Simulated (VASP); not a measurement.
OSZICAR of a VASP run on Ir16O:

### OSZICAR
```
...
   8 F= -.13679149E+03 E0= -.13678692E+03  d E =-.208254E-01
       N       E                     dE             d eps       ncg     rms          rms(c)
DAV:   1    -0.136797489840E+03   -0.59933E-02   -0.12466E+01  1080   0.101E+01    0.109E+00
DAV:   2    -0.136898978311E+03   -0.10149E+00   -0.45028E-01  1792   0.330E+00    0.324E+00
DAV:   3    -0.136828540716E+03    0.70438E-01   -0.25721E-01  1688   0.324E+00    0.139E+00
DAV:   4    -0.136829851338E+03   -0.13106E-02   -0.12231E-01  1914   0.229E+00    0.123E+00
DAV:   5    -0.136815731315E+03    0.14120E-01   -0.49511E-02  1926   0.143E+00    0.649E-01
DAV:   6    -0.136814633334E+03    0.10980E-02   -0.99989E-03  1888   0.716E-01    0.416E-01
DAV:   7    -0.136814327012E+03    0.30632E-03   -0.93823E-03  1808   0.628E-01    0.301E-01
DAV:   8    -0.136813532806E+03    0.79421E-03   -0.30331E-03  2008   0.394E-01    0.112E-01
DAV:   9    -0.136813551275E+03   -0.18470E-04   -0.11872E-03  1754   0.202E-01    0.949E-02
DAV:  10    -0.136813446677E+03    0.10460E-03   -0.43543E-04  1814   0.130E-01    0.420E-02
DAV:  11    -0.136813439349E+03    0.73283E-05   -0.47801E-05  1192   0.458E-02
   9 F= -.13681344E+03 E0= -.13680916E+03  d E =-.219515E-01
       N       E                     dE             d eps       ncg     rms          rms(c)
DAV:   1    -0.136813317851E+03    0.12883E-03   -0.87681E-01  1080   0.268E+00    0.287E-01
DAV:   2    -0.136820890750E+03   -0.75729E-02   -0.32828E-02  1792   0.900E-01    0.933E-01
DAV:   3    -0.136815263867E+03    0.56269E-02   -0.17860E-02  1672   0.833E-01    0.359E-01
DAV:   4    -0.136815870466E+03   -0.60660E-03   -0.89187E-03  1914   0.605E-01    0.367E-01
DAV:   5    -0.136814565014E+03    0.13055E-02   -0.38792E-03  1942   0.397E-01    0.169E-01
DAV:   6    -0.136814509473E+03    0.55542E-04   -0.70140E-04  1896   0.186E-01    0.104E-01
DAV:   7    -0.136814519338E+03   -0.98655E-05   -0.68318E-04  1852   0.170E-01    0.925E-02
DAV:   8    -0.136814450487E+03    0.68851E-04   -0.23671E-04  1986   0.111E-01    0.379E-02
DAV:   9    -0.136814452391E+03   -0.19040E-05   -0.94150E-05  1510   0.569E-02
  10 F= -.13681445E+03 E0= -.13681029E+03  d E =-.229646E-01
       N       E                     dE             d eps       ncg     rms          rms(c)
DAV:   1    -0.136815200913E+03   -0.75043E-03   -0.87177E-01  1080   0.304E+00    0.217E-01
DAV:   2    -0.136817635588E+03   -0.24347E-02   -0.23980E-02  1336   0.634E-01    0.426E-01
DAV:   3    -0.136817458202E+03    0.17739E-03   -0.26807E-03  1744   0.309E-01    0.277E-01
DAV:   4    -0.136817621667E+03   -0.16346E-03   -0.28971E-03  1936   0.329E-01    0.372E-01
DAV:   5    -0.136817387850E+03    0.23382E-03   -0.54865E-04  1856   0.144E-01    0.349E-01
DAV:   6    -0.136817366532E+03    0.21317E-04   -0.54658E-04  1950   0.133E-01    0.226E-01
DAV:   7    -0.136817217758E+03    0.14877E-03   -0.14631E-03  1780   0.236E-01    0.898E-02
DAV:   8    -0.136817152159E+03    0.65599E-04   -0.38484E-04  1814   0.128E-01    0.492E-02
DAV:   9    -0.136817147593E+03    0.45658E-05   -0.34474E-05   970   0.426E-02
  11 F= -.13681715E+03 E0= -.13681293E+03  d E =-.269520E-02
       N       E                     dE             d eps       ncg     rms          rms(c)
DAV:   1    -0.136816874616E+03    0.27754E-03   -0.33722E-01  1080   0.189E+00    0.137E-01
DAV:   2    -0.136818172022E+03   -0.12974E-02   -0.10002E-02  1426   0.422E-01    0.349E-01
DAV:   3    -0.136817982275E+03    0.18975E-03   -0.34377E-03  1736   0.381E-01    0.209E-01
DAV:   4    -0.136817731912E+03    0.25036E-03   -0.14500E-03  1912   0.236E-01    0.184E-01
DAV:   5    -0.136817737784E+03   -0.58718E-05   -0.20805E-04  1764   0.852E-02    0.204E-01
DAV:   6    -0.136817723361E+03    0.14422E-04   -0.24680E-04  1854   0.892E-02    0.126E-01
DAV:   7    -0.136817679926E+03    0.43435E-04   -0.55561E-04  1780   0.142E-01    0.554E-02
DAV:   8    -0.136817648423E+03    0.31503E-04   -0.16098E-04  1772   0.845E-02    0.232E-02
DAV:   9    -0.136817645368E+03    0.30554E-05   -0.11008E-05   582   0.279E-02
  12 F= -.13681765E+03 E0= -.13681335E+03  d E =-.319298E-02
       N       E                     dE             d eps       ncg     rms          rms(c)
DAV:   1    -0.136818742407E+03   -0.10940E-02   -0.41158E-01  1080   0.183E+00    0.349E-01
DAV:   2    -0.136829769684E+03   -0.11027E-01   -0.34041E-02  2032   0.957E-01    0.118E+00
DAV:   3    -0.136819878705E+03    0.98910E-02   -0.17709E-02  1744   0.791E-01    0.465E-01
DAV:   4    -0.136822353091E+03   -0.24744E-02   -0.84311E-03  1930   0.577E-01    0.561E-01
DAV:   5    -0.136819429238E+03    0.29239E-02   -0.78385E-03  1928   0.546E-01    0.159E-01
DAV:   6    -0.136819270493E+03    0.15874E-03   -0.13234E-03  1814   0.244E-01    0.790E-02
DAV:   7    -0.136819250780E+03    0.19712E-04   -0.40725E-04  1846   0.134E-01    0.504E-02
DAV:   8    -0.136819233263E+03    0.17518E-04   -0.84436E-05  1486   0.660E-02    0.292E-02
DAV:   9    -0.136819234285E+03   -0.10228E-05   -0.42223E-05   914   0.452E-02
  13 F= -.13681923E+03 E0= -.13681492E+03  d E =-.158892E-02
       N       E                     dE             d eps       ncg     rms          rms(c)
DAV:   1    -0.136819303995E+03   -0.70733E-04   -0.13873E-01  1080   0.106E+00    0.199E-01
DAV:   2    -0.136820925454E+03   -0.16215E-02   -0.67525E-03  1872   0.373E-01    0.480E-01
DAV:   3    -0.136819668296E+03    0.12572E-02   -0.33622E-03  1640   0.341E-01    0.208E-01
DAV:   4    -0.136820856247E+03   -0.11880E-02   -0.44129E-03  2004   0.424E-01    0.366E-01
DAV:   5    -0.136819546725E+03    0.13095E-02   -0.31667E-03  2048   0.348E-01    0.935E-02
DAV:   6    -0.136819496140E+03    0.50585E-04   -0.43142E-04  1798   0.139E-01    0.457E-02
DAV:   7    -0.136819489846E+03    0.62944E-05   -0.14184E-04  1726   0.790E-02    0.295E-02
DAV:   8    -0.136819482126E+03    0.77197E-05   -0.19368E-05   744   0.380E-02
  14 F= -.13681948E+03 E0= -.13681520E+03  d E =-.183676E-02
       N       E                     dE             d eps       ncg     rms          rms(c)
DAV:   1    -0.136819849613E+03   -0.35977E-03   -0.21360E-01  1080   0.149E+00    0.105E-01
DAV:   2    -0.136820457294E+03   -0.60768E-03   -0.58301E-03  1406   0.305E-01    0.143E-01
DAV:   3    -0.136820995865E+03   -0.53857E-03   -0.25375E-03  1878   0.350E-01    0.239E-01
DAV:   4    -0.136820368285E+03    0.62758E-03   -0.20700E-03  1960   0.267E-01    0.136E-01
DAV:   5    -0.136820356709E+03    0.11576E-04   -0.79164E-05  1310   0.374E-02    0.117E-01
DAV:   6    -0.136820350572E+03    0.61377E-05   -0.15259E-05   684   0.310E-02
  15 F= -.13682035E+03 E0= -.13681614E+03  d E =-.868445E-03
       N       E                     dE             d eps       ncg     rms          rms(c)
DAV:   1    -0.136818839489E+03    0.15172E-02   -0.91473E-01  1080   0.309E+00    0.205E-01
DAV:   2    -0.136821912259E+03   -0.30728E-02   -0.24934E-02  1426   0.677E-01    0.395E-01
DAV:   3    -0.136822596269E+03   -0.68401E-03   -0.10366E-02  1856   0.711E-01    0.399E-01
DAV:   4    -0.136821053049E+03    0.15432E-02   -0.68403E-03  2040   0.479E-01    0.297E-01
DAV:   5    -0.136821022073E+03    0.30976E-04   -0.32827E-04  1512   0.803E-02    0.271E-01
DAV:   6    -0.136820960085E+03    0.61988E-04   -0.25413E-04  1788   0.104E-01    0.239E-01
DAV:   7    -0.136820874650E+03    0.85435E-04   -0.90707E-04  1968   0.186E-01    0.954E-02
DAV:   8    -0.136820803286E+03    0.71364E-04   -0.58840E-04  1888   0.136E-01    0.624E-02
DAV:   9    -0.136820776492E+03    0.26794E-04   -0.13924E-04  1540   0.737E-02    0.458E-02
DAV:  10    -0.136820773981E+03    0.25117E-05   -0.12296E-05   546   0.262E-02
  16 F= -.13682077E+03 E0= -.13681678E+03  d E =-.129185E-02
       N       E                     dE             d eps       ncg     rms          rms(c)
DAV:   1    -0.136820727938E+03    0.48554E-04   -0.47140E-02  1080   0.702E-01    0.615E-02
DAV:   2    -0.136820942332E+03   -0.21439E-03   -0.15884E-03  1522   0.189E-01    0.114E-01
DAV:   3    -0.136821079418E+03   -0.13709E-03   -0.13009E-03  1878   0.249E-01    0.152E-01
DAV:   4    -0.136820824049E+03    0.25537E-03   -0.65840E-04  1744   0.147E-01    0.617E-02
DAV:   5    -0.136820824657E+03   -0.60771E-06   -0.37602E-05  1156   0.263E-02
  17 F= -.13682082E+03 E0= -.13681679E+03  d E =-.134253E-02
       N       E                     dE             d eps       ncg     rms          rms(c)
DAV:   1    -0.136820818455E+03    0.55943E-05   -0.37282E-03  1080   0.198E-01    0.567E-02
DAV:   2    -0.136821291163E+03   -0.47271E-03   -0.12624E-03  1976   0.203E-01    0.212E-01
DAV:   3    -0.136820885043E+03    0.40612E-03   -0.18698E-03  1984   0.255E-01    0.969E-02
DAV:   4    -0.136820847017E+03    0.38026E-04   -0.16234E-04  1682   0.775E-02    0.766E-02
DAV:   5    -0.136820838578E+03    0.84390E-05   -0.36525E-05   966   0.431E-02
  18 F= -.13682084E+03 E0= -.13681679E+03  d E =-.135645E-02
       N       E                     dE             d eps       ncg     rms          rms(c)
DAV:   1    -0.136820971248E+03   -0.12423E-03   -0.33811E-02  1080   0.519E-01    0.684E-02
DAV:   2    -0.136821076360E+03   -0.10511E-03   -0.85570E-04  1670   0.142E-01    0.968E-02
DAV:   3    -0.136821019027E+03    0.57333E-04   -0.20882E-04  1724   0.978E-02    0.339E-02
DAV:   4    -0.136821084743E+03   -0.65716E-04   -0.21436E-04  1536   0.933E-02    0.824E-02
DAV:   5    -0.136821025329E+03    0.59413E-04   -0.24091E-04  1072   0.101E-01    0.484E-02
DAV:   6    -0.136821019587E+03    0.57425E-05   -0.88074E-05  1084   0.681E-02
  19 F= -.13682102E+03 E0= -.13681701E+03  d E =-.181009E-03
```

Task: Which electronic solver shows in the log?

Result: It is blocked Davidson (ALGO = Normal, or the opening steps of other solvers). The INCAR had ALGO = Normal.

Task: Can the final energy be trusted as converged?

Result: The run converged. It stopped with EDIFF = 1E-5, NELM = 100, NSW = 50 and EDIFFG = -0.03 after 19 ionic steps (PBE GGA, plane waves, VASP's PBE PAW potentials (set 64)).

The cell is a thin slab with vacuum, built from Ir (fcc): (100) face, O adsorbed.
